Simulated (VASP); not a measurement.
Given:

```yaml
crystal:
  lattice:
    - [3.99724, 0.00000, 0.00000]
    - [0.00000, 3.99724, 0.00000]
    - [0.00000, 0.00000, 5.26496]
  atoms:
    - { symbol: Pb, position: [0.50000, 0.00000, 0.77399] }
    - { symbol: Pb, position: [0.00000, 0.50000, 0.22601] }
    - { symbol: O, position: [0.50000, 0.50000, 0.00000] }
    - { symbol: O, position: [0.00000, 0.00000, 0.00000] }
```

Calculation: r2SCAN meta-GGA, VASP's PBE PAW potentials (set 64) (plane waves; VASP). Run with 520 eV cut-off, 6×6×5 Γ-centred mesh, tetrahedra with Blöchl corrections, potentials Pb_d O.

Unless said otherwise, spin-orbit coupling is left out, though it shifts the bands of the heavy elements here.

Estimate the energy per atom (σ→0), band gap (over mesh and band path) with the smallest direct gap where there is one.

```
Item                                                     Value
---------------------------------------------  ---------------
band gap (over mesh and band path)                     1.77 eV
smallest direct gap (over mesh and band path)          2.55 eV
energy per atom (σ→0)                          -32.381 eV/atom
```

The absolute energy has meaning only against runs of the same code, potentials and settings.

The compound is PbO in the litharge structure. It was relaxed first, which changed the volume by +6 %.
